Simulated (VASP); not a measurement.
Cost and result of VASP (PAW) for the bulk modulus of BN (zinc blende). Static lattice, third-order Birch-Murnaghan fit over five volumes. The cost counts the five points of the equation of state, each on the mesh and cut-off of its row, so the ratios hold those differences too. With PBE it took about 30 core-seconds. Costs are core time on shared hosts, one run each; read them as rough ratios.

Measured: 410 GPa at 0 K (as given by Daniel Mejia-Rodriguez et al., Physical Review B (2018), arXiv:1807.09216; 0 K value with the zero-point phonon effect removed).

```json
[
 {"level": "LDA", "k-mesh": "13×13×13", "cut-off (eV)": "520", "bulk modulus (GPa)": "402", "error (%)": "-2.0", "cost over PBE": "within a factor of 2"},
 {"level": "PBEsol", "k-mesh": "12×12×12", "cut-off (eV)": "520", "bulk modulus (GPa)": "386", "error (%)": "-5.8", "cost over PBE": "within a factor of 2"},
 {"level": "PBE", "k-mesh": "12×12×12", "cut-off (eV)": "520", "bulk modulus (GPa)": "373", "error (%)": "-9.1", "cost over PBE": "reference"},
 {"level": "r2SCAN", "k-mesh": "12×12×12", "cut-off (eV)": "520", "bulk modulus (GPa)": "390", "error (%)": "-4.9", "cost over PBE": "about 6 times"},
 {"level": "SCAN", "k-mesh": "12×12×12", "cut-off (eV)": "520", "bulk modulus (GPa)": "…", "error (%)": "…", "cost over PBE": "…"}
]
```

Fill in the missing entries.

- SCAN, bulk modulus (GPa): 394
- SCAN, error (%): -4.0
- SCAN, cost over PBE: about 7 times

Left out are levels that failed, ran on another kind of processor or have no fit band path; at most nine are shown.

The compound is BN in the zinc blende structure.
